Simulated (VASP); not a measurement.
# H3CCl in VASP: further runs, part 2 of 2

VASP 6.6.1. The steps go on from the part before.

### 3 Relaxation of the atoms, PBE

File INCAR:

```
  ALGO = Fast
  EDIFF = 1E-7
  EDIFFG = -0.3
  ENCUT = 520
  GGA = PE
  IBRION = 2
  ISIF = 2
  ISMEAR = -1
  LASPH = True
  LCHARG = False
  LREAL = Auto
  LWAVE = False
  NELM = 60
  NSW = 35
  PREC = Accurate
  SIGMA = 0.02
```

File KPOINTS:

```
k-points
0
Gamma
  1 1 1
```

File POSCAR:

```
H3CCl
1.0
    8.2031320000      0.0000000000      0.0000000000
    0.0000000000      8.2031320000      0.0000000000
    0.0000000000      0.0000000000      8.2031320000
C Cl H
6 6 18
Direct
    0.2241159000      1.0075879000      0.6066161000
    0.6710836000      0.5453663000      0.1082791000
    0.2789103000      0.1959399000      0.2892515000
    1.0014431000      0.5006371000      0.8014545000
    0.7852353000      0.9128059000      0.5835754000
    0.2368137000      0.6610532000      0.2708357000
    0.2338987000      0.8720421000      0.7753639000
    0.7365891000      0.4955133000      0.3086983000
    0.1488687000      0.0560048000      0.1870188000
    0.8342395000      0.5301400000      0.6668562000
    0.8249380000      1.1041800000      0.6770838000
    0.2038565000      0.5948694000      0.4744965000
    0.2424957000      1.1316088000      0.6499349000
    0.3191331000      0.9752431000      0.5198920000
    0.1048917000      0.9966495000      0.5495068000
    0.6069496000      0.6614322000      0.1116051000
    0.7772829000      0.5544284000      0.0293164000
    0.5899998000      0.4499331000      0.0645360000
    0.3046638000      0.2977856000      0.2082593000
    0.2178449000      0.2393152000      0.3987281000
    0.3916815000      0.1340712000      0.3216621000
    1.1140718000      0.5272149000      0.7366169000
    0.9882733000      0.5824876000      0.9050043000
    1.0015789000      0.3746353000      0.8429159000
    0.7939375000      0.9266174000      0.4519356000
    0.8749175000      0.8247612000      0.6260109000
    0.6632022000      0.8730470000      0.6170814000
    0.1194936000      0.6741251000      0.2103324000
    0.2999248000      0.7777021000      0.2731899000
    0.3106536000      0.5707547000      0.2076743000
```

Potentials or basis: VASP PAW PBE potentials, release 64 (C, Cl, H).

Command:

```
> cat potpaw_PBE.64/C/POTCAR potpaw_PBE.64/Cl/POTCAR potpaw_PBE.64/H/POTCAR > POTCAR
> mpirun -np 1 vasp_gam > vasp.out
```

It took 9.6 min on 1 thread of Intel Xeon Platinum 8488C (Sapphire Rapids), shared host; peak memory 0.6 GiB.

Results (log left out):

```
Free energy                  : -134.5550 eV
Energy gained by relaxing    : 9.6 meV/atom
Ionic steps                  : 13
Pressure after relaxing      : 0.4 GPa
Largest force after relaxing : 0.268 eV/Å
Band gap on the k mesh       : 5.33 eV, direct
```

Forces in eV/Å, atoms in the order of the input:
```
C    0.063  0.042  0.038
C   -0.036  0.022 -0.047
C    0.040  0.056 -0.030
C    0.142 -0.006  0.125
C   -0.050 -0.147 -0.054
C    0.002  0.060 -0.162
Cl  -0.045 -0.034 -0.051
Cl  -0.032  0.025 -0.053
Cl   0.023  0.016  0.054
Cl   0.096  0.194 -0.014
Cl   0.022  0.010  0.034
Cl   0.047  0.108 -0.078
H    0.045 -0.004 -0.052
H    0.041  0.006  0.073
H    0.015 -0.069  0.126
H    0.023 -0.042  0.048
H   -0.021  0.014 -0.032
H    0.024 -0.013  0.076
H    0.013  0.003  0.001
H    0.019  0.030 -0.064
H   -0.087 -0.013 -0.078
H   -0.224 -0.092 -0.114
H   -0.070 -0.073  0.020
H    0.047  0.023  0.063
H   -0.042 -0.084  0.062
H   -0.071  0.154  0.038
H    0.022 -0.074 -0.057
H   -0.055 -0.076  0.081
H    0.036  0.017  0.070
H    0.014 -0.052 -0.024
```

Stress tensor (GPa, compression positive):
```
 0.05  0.07 -0.25
 0.07  0.54  0.13
-0.25  0.13  0.50
```

Step by step:
```tsv
step	energy change (eV)	largest force (eV/Å)	pressure (GPa)
1	0.0000	0.4757	1.18
2	-0.0353	0.4541	0.63
3	-0.0353	0.4747	0.61
4	-0.0618	0.3545	0.50
5	-0.0782	0.4581	0.33
6	-0.0992	0.3579	0.38
7	-0.1204	0.5367	0.51
8	-0.1448	0.4118	0.58
9	-0.1845	0.3752	0.81
10	-0.1867	0.3982	0.88
11	-0.2184	0.3232	0.77
12	-0.2644	0.6931	0.44
13	-0.2886	0.2676	0.36
```

Final structure:
```yaml
crystal:
  lattice:
    - [8.20313, 0.00000, 0.00000]
    - [0.00000, 8.20313, 0.00000]
    - [0.00000, 0.00000, 8.20313]
  atoms:
    - { symbol: C, position: [0.23045, 0.00398, 0.61746] }
    - { symbol: C, position: [0.66719, 0.54549, 0.10224] }
    - { symbol: C, position: [0.27948, 0.20457, 0.28061] }
    - { symbol: C, position: [0.00054, 0.49115, 0.81361] }
    - { symbol: C, position: [0.78084, 0.91879, 0.58439] }
    - { symbol: C, position: [0.24078, 0.65712, 0.26069] }
    - { symbol: Cl, position: [0.23849, 0.88481, 0.79893] }
    - { symbol: Cl, position: [0.74259, 0.49307, 0.30001] }
    - { symbol: Cl, position: [0.14350, 0.07017, 0.17711] }
    - { symbol: Cl, position: [0.81538, 0.50172, 0.69920] }
    - { symbol: Cl, position: [0.80050, 0.11733, 0.67110] }
    - { symbol: Cl, position: [0.21817, 0.58492, 0.46394] }
    - { symbol: H, position: [0.24834, 0.13123, 0.65314] }
    - { symbol: H, position: [0.32766, 0.96318, 0.53588] }
    - { symbol: H, position: [0.11239, 0.98981, 0.55724] }
    - { symbol: H, position: [0.60280, 0.66244, 0.10818] }
    - { symbol: H, position: [0.77086, 0.55532, 0.01990] }
    - { symbol: H, position: [0.58562, 0.44945, 0.05785] }
    - { symbol: H, position: [0.30689, 0.30570, 0.19811] }
    - { symbol: H, position: [0.21914, 0.25062, 0.38999] }
    - { symbol: H, position: [0.39256, 0.14070, 0.31257] }
    - { symbol: H, position: [0.10572, 0.52262, 0.73740] }
    - { symbol: H, position: [0.99600, 0.58073, 0.91268] }
    - { symbol: H, position: [0.01116, 0.36686, 0.86088] }
    - { symbol: H, position: [0.79218, 0.93119, 0.45168] }
    - { symbol: H, position: [0.87534, 0.83643, 0.63154] }
    - { symbol: H, position: [0.66038, 0.87229, 0.61814] }
    - { symbol: H, position: [0.12052, 0.67180, 0.20497] }
    - { symbol: H, position: [0.30189, 0.77539, 0.26209] }
    - { symbol: H, position: [0.31362, 0.56908, 0.19223] }
```

Levels at points of the mesh, in eV from the valence-band top:
```
           k point  band 40  band 41  band 42  band 43  band 44  band 45
(0.00, 0.00, 0.00)    -0.15    -0.11     0.00     5.33     5.63     6.00
```

### 4 Single point, PBE

File INCAR:

```
SYSTEM = H3CCl
PREC     = Accurate       ! precision mode
ENCUT    = 520            ! plane-wave cutoff, eV
EDIFF    = 1E-6           ! SCF threshold, eV
ISMEAR   = -1             ! smearing method
SIGMA    = 0.02           ! smearing width, eV
LREAL    = Auto         
LASPH    = .True.         ! aspherical terms in the spheres
NELM     = 60             ! most SCF steps
ALGO     = Normal         ! electronic algorithm
ISIF     = 2              ! what is computed and relaxed
LWAVE    = .False.        ! write WAVECAR
LCHARG   = .False.        ! write CHGCAR
GGA      = PE             ! functional
NBANDS   = 63             ! bands
```

File KPOINTS:

```
Automatic mesh
0
Gamma
  1 1 1
  0 0 0
```

File POSCAR:

```
H3CCl
1.0
    8.2031320000      0.0000000000      0.0000000000
    0.0000000000      8.2031320000      0.0000000000
    0.0000000000      0.0000000000      8.2031320000
C Cl H
6 6 18
Direct
    0.2404569377      1.0021903829      0.7266370942
    0.8133356869      0.5974425378      0.1463343513
    0.1756646120      0.1578543415      0.1190886603
    0.9860380157      0.4702837892      0.7892717074
    0.7413387960      0.8806026771      0.5493511503
    0.1433111158      0.6002585354      0.4060400345
    0.1053865767      0.8983885667      0.8447261363
    0.7713273418      0.4283729678      0.2821605211
    0.0638048979     -0.0095329442      0.1921583122
    0.8025836961      0.5078913761      0.6843727493
    0.8075086443      1.0789049841      0.6233228967
    0.3035669791      0.5683682769      0.5459256294
    0.1583419601      1.1044074385      0.6674158114
    0.3522922708      1.0455396792      0.7873943757
    0.2797102375      0.9054224655      0.6282600353
    0.8146278763      0.7151049136      0.1983266879
    0.9065196074      0.5584086663      0.0653165157
    0.6998058790      0.5990516793      0.0669012762
    0.1397271189      0.2849521378      0.1481263498
    0.3003608865      0.1496745389      0.1575617703
    0.1814672737      0.1785293715     -0.0180906512
    0.9954734362      0.5563606681      0.8884411466
    0.9824540188      0.3450023723      0.8028275054
    1.0826230762      0.5093908034      0.6917601716
    0.6962828344      0.9018384685      0.4280194443
    0.8476762290      0.7864191384      0.5757678896
    0.6466554482      0.8558560316      0.6364398379
    0.0770925056      0.6686958103      0.4786464487
    0.2042024924      0.6437175459      0.3055174536
    0.0816273589      0.5014913816      0.3372248551
```

Command:

```
> cat potpaw_PBE.64/C/POTCAR potpaw_PBE.64/Cl/POTCAR potpaw_PBE.64/H/POTCAR > POTCAR
> mpirun -np 1 vasp_gam > vasp.out
```

Wall time 65 s (1 thread of Intel Xeon Platinum 8488C (Sapphire Rapids), shared host); peak memory 0.55 GiB.

It converged, with:

* Free energy: -131.6270 eV
* Pressure: 1.7 GPa
* Largest force: 4.989 eV/Å
* Band gap on the k mesh: 4.99 eV, direct

Forces on the atoms (eV/Å):
```
C    0.031  0.273 -3.608
C   -3.195 -1.758 -1.211
C    0.421  1.755 -1.744
C    1.404  2.637 -3.002
C    2.137 -0.231  1.697
C    1.919 -3.544 -2.030
Cl  -0.794 -1.265  1.064
Cl   0.212  0.560 -0.094
Cl  -0.106  0.776  0.467
Cl  -1.244  0.155 -0.133
Cl  -0.006  0.143 -0.338
Cl   1.232 -1.144  0.269
H    1.789 -1.231  0.562
H   -0.448  0.071  0.141
H   -0.314  1.753  0.967
H    0.681  0.976  1.031
H    1.012  0.191 -0.010
H    0.839  0.043  0.416
H   -0.738 -0.646  0.977
H    0.724 -0.358  0.383
H   -0.338 -1.202  0.901
H    0.229 -0.341  0.396
H    0.504 -2.066  1.076
H   -0.988 -0.913  1.839
H    0.046 -0.387 -0.604
H   -1.747  1.526 -0.930
H   -0.699 -0.587  0.060
H   -3.497  3.163  1.629
H    0.976  2.374 -1.767
H   -0.041 -0.724  1.597
```

Stress tensor (GPa, compression positive):
```
 1.79  0.03 -1.13
 0.03  0.86  0.09
-1.13  0.09  2.34
```

Levels at points of the mesh, in eV from the valence-band top:
```tsv
k point	band 39	band 40	band 41	band 42	band 43	band 44	band 45	band 46
(0.00, 0.00, 0.00)	-0.37	-0.15	-0.06	0.00	4.99	5.39	5.57	5.66
```
